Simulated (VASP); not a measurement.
# AlB2Sb3 (Imm2) in VASP: density of states with PBE

Aim: the density of states of AlB2Sb3 with PBE.

Everything below comes from runs of VASP 6.6.1. Logs are shortened: lines on timing, memory, paths and dates and some standing lists are left out, and cuts for length are marked.

**1. The structure**

The structure is orthorhombic, space group Imm2 (No. 44). The conventional cell has a = 3.916 Å, b = 11.879 Å, c = 5.662 Å, α = 90.00°, β = 90.00°, γ = 90.00°. Around Al (site symmetry mm2) lie 4 Sb at 2.61 to 2.67 Å. B (site symmetry m) is surrounded by 4 Sb at 2.31 to 2.35 Å. Around Sb (site symmetry m) lie 3 B at 2.31 to 2.35 Å. Sb (site symmetry mm2) has 2 B at 2.32 Å and 2 Al at 2.61 Å as nearest neighbours.

The cell was built by a generator and needn't be a form met in nature.

**2. Density of states, PBE**

POSCAR reads:

```
AlB2Sb3
1.0
   -1.9581400000      5.9393600000      2.8311400000
    1.9581400000     -5.9393600000      2.8311400000
    1.9581400000      5.9393600000     -2.8311400000
Al B Sb
1 2 3
Direct
    0.5019790000      0.0019790000      0.5000000000
    0.8300780000      0.0016790000      0.8283990000
    0.1732800000      0.0016790000      0.1716010000
    0.9581050000      0.2740710000      0.6840340000
    0.5900360000      0.2740710000      0.3159660000
    0.1963580000      0.1963580000      0.0000000000
```

INCAR.step1 reads:

```
ALGO     = Fast           # electronic algorithm
EDIFF    = 1E-6           # SCF threshold, eV
ENCUT    = 520            # plane-wave cutoff, eV
GGA      = PE             # functional
ISIF     = 2              # what is computed and relaxed
ISMEAR   = 0              # smearing method
KPAR     = 4            
LASPH    = T              # aspherical terms in the spheres
LCHARG   = T              # write CHGCAR
LREAL    = F              # projectors in reciprocal space
LWAVE    = F              # write WAVECAR
NELM     = 80             # most SCF steps
PREC     = Accurate       # precision mode
SIGMA    = 0.1            # smearing width, eV
```

KPOINTS.step1 reads:

```
k-points
0
Gamma
  10 10 10
```

INCAR.step2 reads:

```
ALGO     = Fast           # electronic algorithm
EDIFF    = 1E-6           # SCF threshold, eV
ENCUT    = 520            # plane-wave cutoff, eV
GGA      = PE             # functional
ICHARG   = 11             # starting density
ISIF     = 2              # what is computed and relaxed
ISMEAR   = -5             # smearing method
KPAR     = 4            
LASPH    = T              # aspherical terms in the spheres
LCHARG   = F              # write CHGCAR
LORBIT   = 10             # projections on sites
LREAL    = F              # projectors in reciprocal space
LWAVE    = F              # write WAVECAR
NEDOS    = 2001           # points of the DOS
NELM     = 80             # most SCF steps
PREC     = Accurate       # precision mode
SIGMA    = 0.1            # smearing width, eV
```

KPOINTS.step2 reads:

```
k-points
0
Gamma
  15 15 15
```

Potentials or basis: VASP PAW PBE potentials, release 64 (Al, B, Sb).

Run with:

```bash
cat potpaw_PBE.64/Al/POTCAR potpaw_PBE.64/B/POTCAR potpaw_PBE.64/Sb/POTCAR > POTCAR
cp INCAR.step1 INCAR
cp KPOINTS.step1 KPOINTS
mpirun -np 4 vasp_std > vasp.out
cp INCAR.step2 INCAR
cp KPOINTS.step2 KPOINTS
mpirun -np 4 vasp_std > vasp.out
```

OUTCAR:

```text
EDIFF = 1E-6
   ENCUT = 520
   GGA = PE
   ICHARG = 11
   ISIF = 2
   ISMEAR = -5
   LASPH = T
   LORBIT = 10
   LREAL = F
   NELM = 80
   PREC = Accurate

 ion  position               nearest neighbor table
   1  0.502  0.002  0.500-   6 2.61   6 2.61   4 2.67   5 2.67
   2  0.830  0.002  0.828-   4 2.31   6 2.32   5 2.35   5 2.35
   3  0.173  0.002  0.172-   5 2.31   6 2.32   4 2.35   4 2.35
   4  0.958  0.274  0.684-   2 2.31   3 2.35   3 2.35   1 2.67   6 3.78   5 3.78   5 3.78   5 3.78
                             5 3.78
   5  0.590  0.274  0.316-   3 2.31   2 2.35   2 2.35   1 2.67   6 3.78   4 3.78   4 3.78   4 3.78
                             4 3.78
   6  0.196  0.196  0.000-   3 2.32   2 2.32   1 2.61   1 2.61   5 3.78   4 3.78

  LATTYP: Found a body centered orthorhombic cell.
 ALAT       =     3.9162800000
 B/A-ratio  =     1.4458312480
 C/A-ratio  =     3.0331641251

  Lattice vectors:

 A1 = (  -1.9581400000,   5.9393600000,  -2.8311400000)
 A2 = (   1.9581400000,   5.9393600000,   2.8311400000)
 A3 = (   1.9581400000,  -5.9393600000,  -2.8311400000)

Analysis of symmetry for initial positions (statically):
=====================================================================
 Subroutine PRICEL returns:
 Original cell was already a primitive cell.

 Routine SETGRP: Setting up the symmetry group for a
 body centered orthorhombic supercell.

 Subroutine GETGRP returns: Found  4 space group operations
 (whereof  4 operations were pure point group operations)
 out of a pool of  8 trial point group operations.

The static configuration has the point symmetry C_2v.

Analysis of symmetry for dynamics (positions and initial velocities):
=====================================================================
 Subroutine PRICEL returns:
 Original cell was already a primitive cell.

 Routine SETGRP: Setting up the symmetry group for a
 body centered orthorhombic supercell.

 Subroutine GETGRP returns: Found  4 space group operations
 (whereof  4 operations were pure point group operations)
 out of a pool of  8 trial point group operations.

The dynamic configuration has the point symmetry C_2v.

 Subroutine INISYM returns: Found  4 space group operations
 (whereof  4 operations are pure point group operations),
 and found     1 'primitive' translations

----------------------------------------------------------------------------------------

                                     Primitive cell

  volume of cell :     131.7057

  direct lattice vectors                    reciprocal lattice vectors
    -1.958140000  5.939360000  2.831140000     0.000000000  0.084184155  0.176607303
     1.958140000 -5.939360000  2.831140000     0.255344357  0.000000000  0.176607303
     1.958140000  5.939360000 -2.831140000     0.255344357  0.084184155  0.000000000

  length of vectors
     6.864813411  6.864813411  6.864813411     0.195645371  0.310468807  0.268863744

  position of ions in fractional coordinates (direct lattice)
     0.501979000  0.001979000  0.500000000
     0.830078000  0.001679000  0.828399000
     0.173280000  0.001679000  0.171601000
     0.958105000  0.274071000  0.684034000
     0.590036000  0.274071000  0.315966000
     0.196358000  0.196358000  0.000000000

  ion indices of the primitive-cell ions
   primitive index   ion index
                 1           1
                 2           2
                 3           3
                 4           4
                 5           5
                 6           6

----------------------------------------------------------------------------------------

 KPOINTS: k-points

Automatic generation of k-mesh.
 Grid dimensions read from file:
 generate k-points for:   15   15   15

 Generating k-lattice:

  Cartesian coordinates                     Fractional coordinates (reciprocal lattice)
     0.000000000  0.005612277  0.011773820     0.066666667  0.000000000  0.000000000
     0.017022957  0.000000000  0.011773820     0.000000000  0.066666667 -0.000000000
     0.017022957  0.005612277  0.000000000     0.000000000 -0.000000000  0.066666667

  Length of vectors
     0.013043025  0.020697920  0.017924250

  Shift w.r.t. Gamma in fractional coordinates (k-lattice)
     0.000000000  0.000000000  0.000000000

 TETIRR: Found   8492 inequivalent tetrahedra from    20250

 Subroutine IBZKPT returns following result:
 ===========================================

 Found    512 irreducible k-points:

 Following reciprocal coordinates:
            Coordinates               Weight
  0.000000  0.000000  0.000000      1.000000
  0.066667  0.000000 -0.000000      4.000000
  0.133333  0.000000  0.000000      4.000000
  0.200000  0.000000  0.000000      4.000000
  0.266667  0.000000  0.000000      4.000000
  0.333333 -0.000000  0.000000      4.000000
[... 16 lines left out ...]
 -0.066667  0.066667 -0.000000      4.000000
  0.000000  0.133333  0.000000      4.000000
 [... further k-points ...]
   k-points           NKPTS =    512   k-points in BZ     NKDIM =    512   number of bands    NBANDS=     16
   number of dos      NEDOS =   2001   number of ions     NIONS =      6
   total plane-waves  NPLWV = 157464
   dimension x,y,z NGX =    54 NGY =   54 NGZ =   54
   dimension x,y,z NGXF=   108 NGYF=  108 NGZF=  108
   ions per type =               1   2   3
   NGX,Y,Z   is equivalent  to a cutoff of  13.08, 13.08, 13.08 a.u.
   NGXF,Y,Z  is equivalent  to a cutoff of  26.15, 26.15, 26.15 a.u.
 SYSTEM =  unknown system
   PREC   = accura    normal or accurate (medium, high low for compatibility)
   ISTART =      0    job   : 0-new  1-cont  2-samecut
   ICHARG =     11    charge: 1-file 2-atom 10-const
   ISPIN  =      1    spin polarized calculation?
   LNONCOLLINEAR =      F non collinear calculations
   LSORBIT =      F    spin-orbit coupling
   LASPH  =      T    aspherical Exc in radial PAW
   ENCUT  =  520.0 eV  38.22 Ry    6.18 a.u.  12.76 12.76 12.76*2*pi/ulx,y,z
   NELM   =     80;   NELMIN=  2; NELMDL=  0     # of ELM steps
   EDIFF  = 0.1E-05   stopping-criterion for ELM
   LREAL  =      F    real-space projection
   EDIFFG = 0.1E-04   stopping-criterion for IOM
   NSW    =      0    number of steps for IOM
   IBRION =     -1    ionic relax: 0-MD 1-quasi-New 2-CG
   NFREE  =      0    steps in history (QN), initial steepest desc. (CG)
   ISIF   =      2    stress and relaxation
   ISYM   =      2    0-nonsym 1-usesym 2-fastsym
   POTIM  = 0.5000    time-step for ionic-motion
   TEBEG  =    0.0;   TEEND  =   0.0 temperature during run
   PSTRESS=    0.0 pullay stress
   NELECT =      24.0000    total number of electrons
   NUPDOWN=      -1.0000    fix difference up-down
   EMIN   =  10.00;   EMAX   =-10.00  energy-range for DOS
   EFERMI =   0.00;   METHOD = LEGACY
   ISMEAR =    -5;   SIGMA  =   0.10  broadening in eV -4-tet -1-fermi 0-gaus
   EFERMI_NEDOS =   21; number of points for ismear=-14 and -15
   IALGO  =     68    algorithm
   IMIX   =      4    mixing-type and parameters
     AMIX     =   0.40;   BMIX     =  1.00
     AMIX_MAG =   1.60;   BMIX_MAG =  1.00
  volume/ion in A,a.u.               =      21.95       148.13
  Fermi-wavevector in a.u.,A,eV,Ry     =   0.928133  1.753918 11.720485  0.861431
  Thomas-Fermi vector in A             =   2.054277
   LORBIT       =     10    0 simple, 1 ext, 2 COOP (PROOUT), +10 PAW based schemes
   GGA     = PE    functional components
   LHFCALC =     F    Hartree Fock is set to
   AEXX    =    0.0000 exact exchange contribution
   IVDW    =     0    specifies the selected vdW correction
   LEPSILON=     F    determine dielectric tensor
   LRPA    =     F    only Hartree local field effects (RPA)
 non-spin polarized calculation
 RMM-DIIS sequential band-by-band and
 Fermi weights with tetrahedron method with Bloechl corrections
  energy-cutoff  :      520.00
  volume of cell :      131.71
 maximum number of plane-waves:      3579
 NGX is ok and might be reduce to    54

 number of electron      24.0000000 magnetization

 Free energy of the ion-electron system (eV)
  ---------------------------------------------------
  ext. energy  EPLUGINS =         0.00000000
  ---------------------------------------------------
  free energy    TOTEN  =       -27.68961584 eV

  energy without entropy =      -27.68961584  energy(sigma->0) =      -27.68961584

 E-fermi :   6.7881     XC(G=0):  -9.4510

 val. band max:        6.7817625359   @ k =   0.0000   0.0000   0.0000
 cond. band min:       7.0390945104   @ k =  -0.4000  -0.4000   0.4000
 fundamental gap:      0.2573319744
 Fermi energy:         6.7880686216

 k-point     1 :       0.0000    0.0000    0.0000
  band No.  band energies     occupation
      1      -6.1768      2.00000
      2      -3.3052      2.00000
      3      -3.2251      2.00000
      4      -1.1042      2.00000
      5       0.6008      2.00000
      6       1.7043      2.00000
[... 8 lines left out ...]
     15       8.7324      0.00000
     16       9.0796      0.00000

 k-point     2 :       0.0667    0.0000   -0.0000
  band No.  band energies     occupation
      1      -6.1560      2.00000
      2      -3.4044      2.00000
      3      -3.1984      2.00000
      4      -1.0699      2.00000
      5       0.5035      2.00000
      6       1.7914      2.00000
[... 8 lines left out ...]
     15       8.7221      0.00000
     16       9.1283      0.00000

 k-point     3 :       0.1333    0.0000    0.0000
  band No.  band energies     occupation
      1      -6.0940      2.00000
      2      -3.5771      2.00000
      3      -3.2360      2.00000
      4      -0.9618      2.00000
      5       0.3245      2.00000
      6       1.9815      2.00000
[... 8 lines left out ...]
     15       8.6982      0.00000
     16       9.2681      0.00000
[... 362 lines left out ...]
 k-point    23 :      -0.0667    0.0667   -0.0000
  band No.  band energies     occupation
      1      -6.1359      2.00000
      2      -3.3424      2.00000
      3      -3.1456      2.00000
      4      -1.1049      2.00000
      5       0.6003      2.00000
      6       1.7425      2.00000
[... 8 lines left out ...]
     15       8.8705      0.00000
     16       9.0154      0.00000

 k-point    24 :       0.0000    0.1333    0.0000
  band No.  band energies     occupation
      1      -5.9615      2.00000
      2      -3.3638      2.00000
      3      -3.1737      2.00000
      4      -1.0302      2.00000
      5       0.3663      2.00000
      6       1.9869      2.00000
[... 8 lines left out ...]
     15       9.1571      0.00000
     16       9.4468      0.00000

 [... further k-points ...]

------------------------ aborting loop because EDIFF is reached ----------------------------------------

  FORCE on cell =-STRESS in cart. coord.  units (eV):
  Direction    XX          YY          ZZ          XY          YZ          ZX
  --------------------------------------------------------------------------------------
  -------------------------------------------------------------------------------------
  Total       -0.0008285      0.0019889      0.0054270      0.0000000      0.0000000      0.0000000
  in kB       -0.0100790      0.0241945      0.0660189      0.0000000      0.0000000      0.0000000
  external PRESSURE =       0.0267115 kB  Pullay stress =       0.0000000 kB

 VOLUME and BASIS-vectors are now :
 -----------------------------------------------------------------------------
  energy-cutoff  :      520.00
  volume of cell :      131.71
      direct lattice vectors                 reciprocal lattice vectors
    -1.958140000  5.939360000  2.831140000     0.000000000  0.084184155  0.176607303
     1.958140000 -5.939360000  2.831140000     0.255344357  0.000000000  0.176607303
     1.958140000  5.939360000 -2.831140000     0.255344357  0.084184155  0.000000000

 POSITION                                       TOTAL-FORCE (eV/Angst)
 -----------------------------------------------------------------------------------
      0.00000      5.93936      0.01121        -0.000000      0.000000     -0.000085
      0.00000      9.84032      0.00951         0.000000      0.002351      0.001527
      0.00000      2.03840      0.00951        -0.000000     -0.002351      0.001527
     -0.00000      8.12545      1.55187         0.000000     -0.001320      0.000829
      0.00000      3.75327      1.55186         0.000000      0.001320      0.000829
      0.00000      0.00000      1.11183        -0.000000      0.000000     -0.004628
 -----------------------------------------------------------------------------------
    total drift:                               -0.000254      0.000869      0.001555

  FREE ENERGIE OF THE ION-ELECTRON SYSTEM (eV)
  ---------------------------------------------------
  free  energy   TOTEN  =       -27.6896158423 eV

  energy  without entropy=      -27.6896158423  energy(sigma->0) =      -27.68961584

 total charge

# of ion       s       p       d       tot
------------------------------------------
    1        0.423   0.388   0.000   0.811
    2        0.660   1.008   0.000   1.668
    3        0.660   1.008   0.000   1.668
    4        1.101   1.331   0.052   2.485
    5        1.101   1.331   0.052   2.485
    6        1.102   1.397   0.047   2.546
--------------------------------------------------
tot          5.047   6.465   0.151  11.663
```

Wall time 5.7 min (4 MPI ranks of Intel Xeon 6975P-C (Granite Rapids), shared host); peak memory 1.2 GiB.

What came out:

| Item | Value |
| --- | --- |
| Valence electrons inside the program's atomic spheres | Al 0.81; B 1.67; Sb 2.48, 2.55 |

States per cell in windows of 0.5 eV (zero at the valence-band top; states under -8 eV left out):
```tsv
from (eV)	total	Sb6_p	Sb4_p	Sb5_p	B2_p	B3_p	B2_s
-8.0	0.82	0.03	0.04	0.04	0.01	0.01	0.11
-7.5	1.13	0.05	0.06	0.06	0.02	0.02	0.11
-7.0	0.88	0.04	0.05	0.05	0.02	0.02	0.07
-6.5	0.97	0.06	0.04	0.04	0.02	0.02	0.05
-6.0	0.73	0.05	0.04	0.04	0.02	0.02	0.02
-5.5	0.53	0.03	0.03	0.03	0.02	0.02	0.01
-5.0	1.45	0.09	0.11	0.11	0.08	0.08	0.01
-4.5	1.73	0.11	0.14	0.14	0.11	0.11	0.02
-4.0	1.79	0.13	0.14	0.14	0.14	0.14	0.01
-3.5	1.72	0.14	0.14	0.14	0.12	0.12	0.01
-3.0	1.85	0.17	0.15	0.15	0.12	0.12	0.01
-2.5	1.74	0.15	0.15	0.15	0.11	0.11	0.01
-2.0	1.40	0.12	0.13	0.13	0.09	0.09	0.01
-1.5	0.66	0.08	0.05	0.05	0.04	0.04	0.00
-1.0	0.44	0.09	0.03	0.03	0.02	0.02	0.00
-0.5	0.11	0.03	0.01	0.01	0.00	0.00	0.00
0.0	0.08	0.00	0.00	0.00	0.00	0.00	0.00
0.5	0.91	0.02	0.02	0.02	0.03	0.03	0.04
1.0	1.89	0.04	0.05	0.05	0.07	0.07	0.08
1.5	1.80	0.04	0.05	0.05	0.09	0.09	0.06
2.0	1.87	0.05	0.06	0.06	0.11	0.11	0.04
2.5	1.36	0.05	0.05	0.05	0.09	0.09	0.02
3.0	0.09	0.00	0.00	0.00	0.01	0.01	0.00
3.5	0.00	0.00	0.00	0.00	0.00	0.00	0.00
```
